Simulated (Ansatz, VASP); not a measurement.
# SnSe2: VASP beside Ansatz

One calculation is typed for both programs; each brings its own data sets. How far apart do they land? The cell is taken from a series of runs on this material, whose earlier steps may have relaxed, scaled, displaced or heated it; both programs get it as it stands.

Method: plane waves, with VASP 6.6.1 beside it; relaxation of cell and atoms at PBE with D3(BJ), in Ansatz 0.2.0.

### 1. The structure

It takes space group P-3m1 (No. 164, trigonal). The conventional cell has a = 3.839 Å, b = 3.839 Å, c = 6.003 Å, α = 90.00°, β = 90.00°, γ = 120.00°. Sn has 6 Se at 2.73 Å nearest. Se has 3 Sn at 2.73 Å nearest. Farther neighbours and most contacts between anions are not listed.

### 2. VASP: relaxation of cell and atoms, PBE with D3(BJ)

The relaxed volume is the usual yardstick between codes: in a stiff, nearly cubic crystal its relative difference is about their pressure difference at one cell divided by the bulk modulus.

Lines of VASP's logs that name or quote its potential files are left out, and so is its time.

INCAR reads:

```
SYSTEM = SnSe2
PREC = Accurate
ENCUT = 500
EDIFF = 1E-07
NELM = 120
ISMEAR = 0
SIGMA = 0.02
LREAL = .FALSE.
ALGO = Normal
GGA = PE
IVDW = 12
NBANDS = 19
LORBIT = 11
LWAVE = .FALSE.
LCHARG = .FALSE.
ISIF = 3
IBRION = 2
NSW = 80
EDIFFG = -0.005
LASPH = .TRUE.
GGA_COMPAT = .FALSE.
NELMIN = 4
EFERMI = MIDGAP
KPAR = 2
```

POSCAR reads:

```
SnSe2
1.0
    3.8393220000      0.0000000000      0.0000000000
   -1.9196610000      3.3249510000      0.0000000000
    0.0000000000      0.0000000000      6.0026770000
Sn Se
1 2
Direct
    0.0000000000      0.0000000000      0.0000000000
    0.3333333333      0.6666666667      0.2655701781
    0.6666666667      0.3333333333      0.7344298219
```

KPOINTS reads:

```
Automatic mesh
0
Gamma
12 12 6
0 0 0
```

PAW data sets: Sn_d and Se (PBE family, release 64).

Command:

```
$ mpirun -np 2 vasp_std
```

Numbers of over 12 decimals in the logs are rounded to 6 here.

What it wrote:

```text
[banner, memory and clock lines left out]
running    2 mpi-ranks, on    1 nodes
 distrk:  each k-point on    1 cores,    2 groups
 distr:  one band on    1 cores,    1 groups

 POSCAR found type information on POSCAR SnSe
 POSCAR found :  2 types and       3 ions
 LDA part: xc-table for (Slater+PW92), standard interpolation
 POSCAR, INCAR and KPOINTS ok, starting setup
 FFT: planning ... GRIDC
 FFT: planning ... GRID_SOFT
 FFT: planning ... GRID
 WAVECAR not read
 entering main loop
       N       E                     dE             d eps       ncg     rms          rms(c)
DAV:   1     0.197973353675E+03    0.19797E+03   -0.12001E+04  3859   0.152E+03
DAV:   2     0.101415172690E+02   -0.18783E+03   -0.18191E+03  4071   0.376E+02
DAV:   3    -0.112977298376E+02   -0.21439E+02   -0.20765E+02  4720   0.113E+02
DAV:   4    -0.120362490030E+02   -0.73852E+00   -0.73668E+00  4517   0.216E+01
DAV:   5    -0.120537703986E+02   -0.17521E-01   -0.17520E-01  5157   0.355E+00    0.491E+00
DAV:   6    -0.118184647618E+02    0.23531E+00   -0.52955E-01  5661   0.758E+00    0.316E+00
DAV:   7    -0.118042851511E+02    0.14180E-01   -0.14548E-01  4269   0.241E+00    0.104E+00
DAV:   8    -0.118045446106E+02   -0.25946E-03   -0.11104E-02  4548   0.987E-01    0.273E-01
DAV:   9    -0.118050342095E+02   -0.48960E-03   -0.15189E-03  4141   0.295E-01    0.831E-02
DAV:  10    -0.118050427106E+02   -0.85012E-05   -0.12444E-04  4935   0.775E-02    0.324E-02
DAV:  11    -0.118050715911E+02   -0.28881E-04   -0.46203E-05  3968   0.390E-02    0.886E-03
DAV:  12    -0.118050715379E+02    0.53214E-07   -0.24549E-06  5100   0.118E-02    0.646E-03
DAV:  13    -0.118050719606E+02   -0.42266E-06   -0.19721E-06  3977   0.771E-03    0.254E-03
DAV:  14    -0.118050720565E+02   -0.95902E-07   -0.36338E-08  3283   0.127E-03
   1 F= -.12898431E+02 E0= -.12898431E+02  d E =-.128984E+02
 curvature:   0.00 expect dE= 0.000E+00 dE for cont linesearch  0.000E+00
 trial: gam= 0.00000 g(F)=  0.727E-05 g(S)=  0.709E-04 ort = 0.000E+00 (trialstep = 0.100E+01)
 search vector abs. value=  0.782E-04
 bond charge predicted
       N       E                     dE             d eps       ncg     rms          rms(c)
DAV:   1    -0.118077450878E+02   -0.26731E-02   -0.13479E-02  4849   0.168E+00    0.135E-01
DAV:   2    -0.118073016924E+02    0.44340E-03   -0.77546E-04  4975   0.442E-01    0.615E-02
DAV:   3    -0.118071705401E+02    0.13115E-03   -0.36615E-04  4930   0.276E-01    0.122E-02
DAV:   4    -0.118071665594E+02    0.39807E-05   -0.15825E-05  3875   0.396E-02    0.719E-03
DAV:   5    -0.118071635159E+02    0.30435E-05   -0.14189E-06  5614   0.100E-02    0.189E-03
DAV:   6    -0.118071631865E+02    0.32945E-06   -0.88627E-08  2293   0.266E-03    0.711E-04
DAV:   7    -0.118071631218E+02    0.64625E-07   -0.20993E-08  1945   0.134E-03
   2 F= -.12898439E+02 E0= -.12898439E+02  d E =-.829925E-05
 trial-energy change:   -0.000008  1 .order   -0.000011   -0.000078    0.000056
 step:   0.5511(harm=  0.5847)  dis= 0.00023  next Energy=   -12.898452 (dE=-0.210E-04)
 bond charge predicted
       N       E                     dE             d eps       ncg     rms          rms(c)
DAV:   1    -0.118063568765E+02    0.80631E-03   -0.27114E-03  4837   0.750E-01    0.606E-02
DAV:   2    -0.118062659545E+02    0.90922E-04   -0.15673E-04  4969   0.199E-01    0.276E-02
DAV:   3    -0.118062410588E+02    0.24896E-04   -0.73561E-05  4927   0.124E-01    0.548E-03
DAV:   4    -0.118062414984E+02   -0.43959E-06   -0.31801E-06  3887   0.177E-02    0.324E-03
DAV:   5    -0.118062419442E+02   -0.44579E-06   -0.27850E-07  4197   0.451E-03    0.842E-04
DAV:   6    -0.118062420617E+02   -0.11757E-06   -0.21704E-08  1945   0.138E-03    0.315E-04
DAV:   7    -0.118062420900E+02   -0.28275E-07   -0.56141E-09  1927   0.673E-04
   3 F= -.12898453E+02 E0= -.12898453E+02  d E =-.216392E-04
 curvature:  -0.29 expect dE=-0.225E-06 dE for cont linesearch -0.574E-07
 trial: gam=-0.04035 g(F)=  0.203E-06 g(S)=  0.573E-06 ort = 0.393E-05 (trialstep = 0.910E+00)
 search vector abs. value=  0.586E-06
 reached required accuracy - stopping structural energy minimisation
```

From OUTCAR (step 2):

```text
ion  position               nearest neighbor table
   1  0.000  0.000  0.000-   2 2.73   3 2.73   3 2.73   2 2.73   3 2.73   2 2.73
   2  0.333  0.667  0.266-   1 2.73   1 2.73   1 2.73
   3  0.667  0.333  0.734-   1 2.73   1 2.73   1 2.73

  LATTYP: Found a hexagonal cell.
 ALAT       =     3.8393220000
 C/A-ratio  =     1.5634731862

 Subroutine GETGRP returns: Found 12 space group operations
 (whereof 12 operations were pure point group operations)

The static configuration has the point symmetry D_3d.

 Found    100 irreducible k-points:

   k-points           NKPTS =    100   k-points in BZ     NKDIM =    100   number of bands    NBANDS=     19

   dimension x,y,z NGX =    28 NGY =   28 NGZ =   48
   dimension x,y,z NGXF=    56 NGYF=   56 NGZF=   96

   ENCUT  =  500.0 eV  36.75 Ry    6.06 a.u.   7.00  7.00 10.94*2*pi/ulx,y,z

   NELECT =      26.0000    total number of electrons

 k-points in reciprocal lattice and weights: Automatic mesh
   0.00000000  0.00000000  0.00000000       0.001
   0.08333333 -0.00000000  0.00000000       0.007
   0.16666667 -0.00000000  0.00000000       0.007
   0.25000000 -0.00000000  0.00000000       0.007
   0.33333333 -0.00000000  0.00000000       0.007
   0.41666667 -0.00000000  0.00000000       0.007
   0.50000000 -0.00000000  0.00000000       0.003
   0.08333333  0.08333333  0.00000000       0.007
   0.16666667  0.08333333  0.00000000       0.014
[...]
0.33333333  0.25000000  0.50000000       0.014
   0.33333333  0.33333333  0.50000000       0.002

 Edisp (eV)   -1.09128

 average (electrostatic) potential at core
       1-102.5757       2 -53.2967       3 -53.2967

 E-fermi :   4.6234

 k-point     1 :       0.0000    0.0000    0.0000
  band No.  band energies     occupation
    ...
      9       3.7096      2.00000
     10       3.7096      2.00000
     11       3.8719      2.00000
     12       3.8719      2.00000
     13       4.3173      2.00000
     14       5.1226      0.00000
     15       7.3458      0.00000
     16       8.9104      0.00000
     17       8.9104      0.00000
     18      12.5065      0.00000
    ...

 k-point     2 :       0.0833   -0.0000    0.0000
  band No.  band energies     occupation
    ...
      9       2.8316      2.00000
     10       3.3483      2.00000
     11       3.4999      2.00000
     12       4.0954      2.00000
     13       4.4139      2.00000
     14       5.7839      0.00000
     15       7.7273      0.00000
     16       8.6489      0.00000
     17       9.0160      0.00000
     18      12.3946      0.00000
    ...

 k-point     3 :       0.1667   -0.0000    0.0000
  band No.  band energies     occupation
    ...
      9       1.6745      2.00000
     10       2.7098      2.00000
     11       2.8687      2.00000
     12       4.2144      2.00000
     13       4.3555      2.00000
     14       6.4121      0.00000
     15       7.9672      0.00000
     16       8.9184      0.00000
     17       9.2415      0.00000
     18      11.4008      0.00000
    ...

 Edisp (eV)   -1.09221

  Total       0.00422     0.00422    -0.00013    -0.00000     0.00000    -0.00000
  in kB       0.08817     0.08817    -0.00279    -0.00000     0.00000    -0.00000
  external pressure =        0.06 kB  Pullay stress =        0.00 kB

  energy-cutoff  :      500.00
  volume of cell :       76.71
      direct lattice vectors                 reciprocal lattice vectors
     3.840632000  0.000000000  0.000000000     0.260373813  0.150326863 -0.000000000
    -1.920316000  3.326085494  0.000000000    -0.000000000  0.300653727 -0.000000000
     0.000000000  0.000000000  6.004699699     0.000000000 -0.000000000  0.166536222

 POSITION                                       TOTAL-FORCE (eV/Angst)
 -----------------------------------------------------------------------------------
      0.00000      0.00000      0.00000         0.000000     -0.000000      0.000000
     -0.00000      2.21739      1.59490        -0.000000     -0.000000     -0.001450
      1.92032      1.10870      4.40980         0.000000      0.000000      0.001450
 -----------------------------------------------------------------------------------
    total drift:                               -0.000000     -0.000000     -0.000000

  FREE ENERGIE OF THE ION-ELECTRON SYSTEM (eV)
  ---------------------------------------------------
  free  energy   TOTEN  =       -12.8984525892 eV

  energy  without entropy=      -12.8984525892  energy(sigma->0) =      -12.89845259

 reached required accuracy - stopping structural energy minimisation

 total charge
# of ion       s       p       d       tot
------------------------------------------
    1        1.067   1.003  10.090  12.160
    2        1.488   2.297   0.028   3.812
    3        1.488   2.297   0.028   3.812
--------------------------------------------------
tot          4.043   5.597  10.145  19.785

[... 3 further parts left out ...]
```

CONTCAR:

```
SnSe2
   1.00000000000000
     3.8406319997630960    0.0000000000000000    0.0000000000000000
    -1.9203159998815480    3.3260854937030020    0.0000000000000000
     0.0000000000000000    0.0000000000000000    6.0046996990350463
  Sn              Se
     1     2
Direct
     0.0000000000000000    0.0000000000000000    0.0000000000000000
     0.3333333332999970    0.6666666667000030    0.2656086306443277
     0.6666666667000030    0.3333333332999970    0.7343913693556723
```

### 3. Ansatz: relaxation of cell and atoms, PBE with D3(BJ)

Ansatz runs on its PAW soft_1 files.

The same cell, functional, mesh and smearing now go to Ansatz, which takes its cutoff from its data sets.

input.yaml reads:

```yaml
crystal:
  lattice:
    - [3.8393222397, 0.0, 0.0]
    - [-1.9196611198, 3.3249505929, 0.0]
    - [0.0, 0.0, 6.0026769465]
  atoms:
    - { symbol: Sn, position: [0.0, 0.0, 0.0] }
    - { symbol: Se, position: [0.3333333333, 0.6666666667, 0.2655701971] }
    - { symbol: Se, position: [0.6666666667, 0.3333333333, 0.7344298029] }
kpoints:
  mp_grid: { grid: [12, 12, 6] }
hamiltonian:
  xc: pbe
  dispersion: d3bj
  pseudopotentials: { kind: paw, azcp: { folder: soft_1 } }
scf:
  occupations: { method: gaussian, width: 0.02 }
output:
  forces: true
  stress: true
  eigenvalues: true
  write_density: true
  write_potential: true
  elf: true
  volumetric_format: npy
relax:
  adjacent_minimum: "off"
  f_tol: 0.005
  max_steps: 80
  cell: { stress_tol: 0.05 }
```

Command:

```
$ ansatz run input.yaml --threads 4 --pin off --max-ram 8192MiB --backend cpu --events-out ev --progress --plain --runs-dir out
```

What it wrote:

```text
Engine: ansatz 0.2.0, x86_64-unknown-linux-gnu
Pseudopotentials: kind: paw
Pseudopotential: Sn, paw, valence charge 14, recommended cutoff 420 eV (normal), soft_1/Sn.paw.azcp
Pseudopotential: Se, paw, valence charge 16, recommended cutoff 420 eV (normal), soft_1/Se.paw.azcp
Functional definition: PBE
  parameter kappa = 0.804
  parameter beta = 0.066725
  exchange = pbe_x(kappa = kappa, mu = beta*pi^2/3)
  correlation = pbe_c(beta = beta)
Crystal: 3 atoms, lattice volume = 76.628 Å³
Basis set: ecut = 420 eV, 1485 PW (Γ), exchange–correlation on 54×54×90 points (8 copies of the dense FFT grid, shifted against one another)
Bands: 28, of which v1, the nominal top of the filled ones, is band 23 counted from 1 (22 counted from 0)
Symmetry: 12 space group operations
Space group: P-3m1 (ITA 164), of the structure as read, at distance tolerance 4.2e-5 Å
k-points: 100 of 864
Non-local potential: Sn, projectors of the file, l = 0: 2, l = 1: 2, l = 2: 2, l = 3: 1
Non-local potential: Se, projectors of the file, l = 0: 2, l = 1: 2, l = 2: 3, l = 3: 1
PAW form: soft (Blöchl's): semilocal exchange-correlation on the pseudo side does not see the compensation charge
PAW one-centre angular grid: Sn, 590 points (default); XC on 64 Gauss nodes
PAW one-centre angular grid: Se, 590 points (default); XC on 64 Gauss nodes
Initial density: superposition of atomic densities (chi_scale 0.1, normalization cell, long waves kept (reshape's long-wave potential 0.08 eV rms))
Initial wavefunctions: pseudopotential atomic-orbital guess
Functional: x = pbe(κ = 0.804, μ = 0.219515), c = pbe(β = 0.066725)
SCF iter   1: F=—  HF=-16964.903445 eV  |F-HF|=—  |Δ(HF+E_count)|=         —  Δρ=3.22e-2  dr2=1.57e0  ethr=3.10e-3  ⟨swp⟩=7.1  Hψ=12785  notcnv=0
preconditioner: auto → Resta (q_TF=auto, 2.506 Å⁻¹)  ε∞=4.0  [insulator: Δε(μ)=0.201 eV  Ē_g=9.760 eV  σ=0.020 eV  W_gap=1.00  n_scr=22 (ndim 8)  ℏωp=17.0 eV  f_vac=0.023  D(μ)=0.00/eV (n_scr^D=0)  ε∞_Penn≈4.0]
SCF iter   2: F=—  HF=-16964.568124 eV  |F-HF|=—  |Δ(HF+E_count)|=   3.35e-1  Δρ=1.62e-2  dr2=2.31e-1  ethr=3.10e-3  ⟨swp⟩=2.1  Hψ=4031  notcnv=0  defer=99
SCF iter   3: F=—  HF=-16964.519530 eV  |F-HF|=—  |Δ(HF+E_count)|=   4.86e-2  Δρ=5.20e-3  dr2=1.68e-2  ethr=5.03e-4  ⟨swp⟩=2.1  Hψ=3563  notcnv=0  defer=99
SCF iter   4: F=—  HF=-16964.519856 eV  |F-HF|=—  |Δ(HF+E_count)|=   3.27e-4  Δρ=1.08e-3  dr2=1.35e-3  ethr=3.65e-5  ⟨swp⟩=2.1  Hψ=5396  notcnv=0  defer=99
SCF iter   5: F=—  HF=-16964.520054 eV  |F-HF|=—  |Δ(HF+E_count)|=   1.98e-4  Δρ=5.07e-4  dr2=2.01e-4  ethr=2.93e-6  ⟨swp⟩=2.0  Hψ=5402  notcnv=0  defer=99
SCF iter   6: F=—  HF=-16964.520346 eV  |F-HF|=—  |Δ(HF+E_count)|=   2.92e-4  Δρ=1.35e-4  dr2=1.72e-5  ethr=4.36e-7  ⟨swp⟩=3.0  Hψ=5146  notcnv=0  defer=99
SCF iter   7: F=—  HF=-16964.520377 eV  |F-HF|=—  |Δ(HF+E_count)|=   3.12e-5  Δρ=4.06e-5  dr2=1.21e-6  ethr=3.75e-8  ⟨swp⟩=3.0  Hψ=5186  notcnv=0  defer=99
SCF iter   8: F=-16964.520381 eV  HF=-16964.520381 eV  |F-HF|=1.55e-7  |Δ(HF+E_count)|=   3.77e-6  Δρ=7.52e-6  dr2=8.80e-8  ethr=2.17e-10  ⟨swp⟩=13.2  Hψ=21452  notcnv=0
SCF 1 converged in 8 iterations: F = -16964.520381 eV  dr2 = 8.80e-8
  greatest PAW one-centre occupation: 1.000 electrons in one spin orbital (limit 2), on the Se atom at site 2 (counted from 0), in its partial waves of l = 2
relax step   1: F+E_penalty+E_count = -16964.52038136 eV  Δ(F+E_penalty+E_count) = +0.000e0 eV  max|allowed force component| = 5.788e-3 eV/Å  Δτ_max = 0.0000 Å  P = +0.008 GPa  Ω = 76.628 Å³  (8 SCF iters, dr2 threshold 1.00e-7 eV, accepted)
[...]
relax step   2: F+E_penalty+E_count = -16964.52030738 eV  Δ(F+E_penalty+E_count) = +7.398e-5 eV  max|allowed force component| = 2.155e-2 eV/Å  Δτ_max = 0.0048 Å  P = +0.012 GPa  Ω = 76.802 Å³  energy of the carried Pulay correction = -1.195e-5 eV  (6 SCF iters, dr2 threshold 2.09e-9 eV, rejected (line search))
[...]
relax step   3: F+E_penalty+E_count = -16964.52038730 eV  Δ(F+E_penalty+E_count) = -5.942e-6 eV  max|allowed force component| = 2.747e-4 eV/Å  Δτ_max = 0.0015 Å  P = +0.002 GPa  Ω = 76.691 Å³  energy of the carried Pulay correction = -4.359e-6 eV  (8 SCF iters, accepted)
[...]
relax step   4: F+E_penalty+E_count = -16964.52039196 eV  Δ(F+E_penalty+E_count) = -4.658e-6 eV  max|allowed force component| = 2.746e-4 eV/Å  Δτ_max = 0.0000 Å  P = +0.002 GPa  Ω = 76.691 Å³  stress off target by 1.08e-2 GPa  SCF on the basis re-selected at this cell (its energy is not comparable with the rows above)  (3 SCF iters)
basis re-selected at this cell: Δ(F+E_penalty+E_count) = -4.658e-6 eV, ΔP = -0.000 GPa vs the last step (what re-selecting the basis moved, of the pressure what is left beyond the Pulay correction that the steps carried, after the strain that the cell walked since its last selection, with what the two solves' SCF thresholds leave and, on support functions, any second-order correction that the steps lacked; it is no m [...]
SCF converged after 3 iterations
Free energy (F): -16964.520392 eV
Harris-Foulkes:  -16964.520392 eV  (|F-HF|=7.28e-12)
Internal energy: -16964.520392 eV  (E = F + TS)
E sigma→0 (E₀):  -16964.520392 eV
Fermi energy:    8.356678 eV
--- Per-component energies (eV) ---
  E_band       = -862.649567
  E_kinetic    = 389.760267
  E_local      = -6471.073643  (includes V_loc(G=0)·N_el)
  E_nonlocal   = -563.556235
  E_hartree    = 3372.809743
  E_xc         = -295.523226
  E_vxc        = -260.450706  (∫ρ·V_xc dr)
  E_paw        = -8631.654158  (= ΣΔE_a)
  E_vpaw       = -702.948093  (= ΣTr[D̂ρ^β])
  E_aug_tail   = -0.000462  (compensation charges beyond the density's cutoff)
  E_ewald      = -4764.190016
  E_disp       = -1.092662  (pairwise vdW)
  E_smearing   = -0.000000  (= −TS)
  E_closure    = 0.000000  (closes the sum)
  Σ components = -16964.520392   (vs F -16964.520392, Δ=0.00e0)
--- Forces (eV/Å), atoms counted from 1 ---
  atom   1  Sn     0.00000000     0.00000000     0.00000000
  atom   2  Se    -0.00000000    -0.00000000     0.00027459
  atom   3  Se     0.00000000     0.00000000    -0.00027459
  max |Σ_I F_I| component: 1.16e-18 eV/Å
--- Stress (GPa, compression-positive) ---
       -0.002818       0.000000       0.000000
        0.000000      -0.002818      -0.000000
        0.000000      -0.000000       0.010846
  P = ⅓ Tr σ = 0.0017 GPa (0.017 kbar)
--- Band table (eV; the first three rows and the last of 100) ---
  k-point 0: bands = [... 19 lower, 7.4407, 7.6043, 7.6043, 8.0448, 8.8637, 11.0831, 12.6489, 12.6489, ... 1 higher]
  k-point 1: bands = [... 19 lower, 7.3721, 7.3721, 7.6960, 7.6960, 9.5219, 11.0798, 12.5468, 12.5468, ... 1 higher]
  k-point 2: bands = [... 19 lower, 7.2989, 7.2989, 7.8171, 7.8171, 10.2210, 11.0312, 12.3542, 12.3542, ... 1 higher]
  k-point 99: bands = [... 19 lower, 3.8388, 4.3069, 7.7535, 7.7535, 10.3632, 12.3477, 12.3477, 13.8284, ... 1 higher]
--- Relaxed structure (3 steps of the walk, 2 accepted, 1 SCFs on fresh bases) ---
  F+E_penalty+E_count = -16964.52039196 eV   max|allowed force component| = 2.746e-4 eV/Å   (the final SCF, on the basis selected at the relaxed cell)
  cell:  # Å, volume = 76.6912 Å³
    - [3.839903, -2.88719320728839e-11, -2.6379909087597264e-19]
    - [-1.919952, 3.325454, 1.3189954543861487e-19]
    - [-4.124427756893234e-19, 0, 6.005848]
  atoms:
    - { symbol: Sn, position: [0, 0, 0] }
    - { symbol: Se, position: [0.333333, 0.666667, 0.265314] }
    - { symbol: Se, position: [0.666667, 0.333333, 0.734686] }
```

### 4. Side by side

Known differences besides the potentials themselves: the data sets hold 46 valence electrons in Ansatz (on its PAW soft_1 files) and 26 in VASP; the cutoff is 420 eV in Ansatz and 500 eV in VASP; Ansatz adds a Pulay correction to the stress that steers its cell, VASP none. Total energies have different zeros and are not compared.

The two programs side by side:

| quantity | Ansatz | VASP | difference |
| --- | --- | --- | --- |
| volume (Å³) | 76.69 | 76.71 | -0.02 % |
| edge a after relaxation, in the typed setting (Å) | 3.840 | 3.841 | -0.02 % |
| edge c after relaxation, in the typed setting (Å) | 6.006 | 6.005 | +0.02 % |

### 5. Results

| Property | Result |
| --- | --- |
| difference in volume (relaxation of cell and atoms, PBE with D3(BJ)) | -0.019 % |

What this shows: The difference in volume is -0.019 % (relaxation of cell and atoms, PBE with D3(BJ)), within the 1.2 % picked in this series as the mark of a large difference, as far as the stopping tolerances let one tell. The data sets hold unlike numbers of valence electrons (46 in Ansatz and 26 in VASP), so part of the differences comes from the potentials. How closely two codes agree says nothing of how well the functional describes the real material.

[Lines on the potential files, build, host, timing and source positions are cut from VASP's logs without a mark.]

[Logs are printed without paths, hosts, clocks, repeated set-up lines and the standing remarks that a program may print on its own settings, such as how far it seeks lower states.]

[Hosts, paths, dates, database ids (printed as entryN), source tags and the programs' standing remarks are cut or masked in the printed files.]
